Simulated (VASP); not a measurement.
A run of VASP 6.6.1 is set up as follows.

Contents of INCAR:

```
SYSTEM = Ge3B2C3
ALGO = Fast ; EDIFF = 1E-4
EDIFFG = -0.08 ; ENCUT = 520
GGA = PE ; IBRION = 2
ISIF = 3 ; ISMEAR = 0
LASPH = .TRUE. ; LCHARG = .FALSE.
LREAL = .FALSE. ; LWAVE = .FALSE.
NELM = 60 ; NSW = 24
PREC = Normal ; SIGMA = 0.15
```

File KPOINTS:

```
k-points
0
G
  4 4 4
  0 0 0
```

Contents of POSCAR:

```
Ge3B2C3
1.0
    5.2000000000      0.0000000000      0.0000000000
   -2.6000000000      4.5033321000      0.0000000000
    0.0000000000      0.0000000000      4.5400000000
Ge B C
3 2 3
Direct
    0.5000000000      0.0000000000      0.5000000000
    0.5000000000      0.5000000000      0.5000000000
    0.0000000000      0.5000000000      0.5000000000
    0.6666666700      0.3333333300      0.0000000000
    0.3333333300      0.6666666700      0.0000000000
    0.0000000000      0.5000000000      0.0000000000
    0.5000000000      0.0000000000      0.0000000000
    0.5000000000      0.5000000000      0.0000000000
```

Potentials or basis: VASP PAW PBE potentials, release 64 (Ge_d, B, C).

Launch:

```sh
$ cat potpaw_PBE.64/Ge_d/POTCAR potpaw_PBE.64/B/POTCAR potpaw_PBE.64/C/POTCAR > POTCAR
$ mpirun -np 1 vasp_std > vasp.out
```

Task: Estimate the relaxed cell.

Result: a = 5.329 Å, b = 5.329 Å, c = 4.712 Å, α = 90.00°, β = 90.00°, γ = 120.00°.

Task: Estimate the space group after relaxing (to 0.05 Å).

Result: P6/mmm (No. 191).

Stress tensor (GPa, compression positive):
```
-0.50  0.00  0.00
 0.00 -0.50  0.00
 0.00  0.00  0.04
```
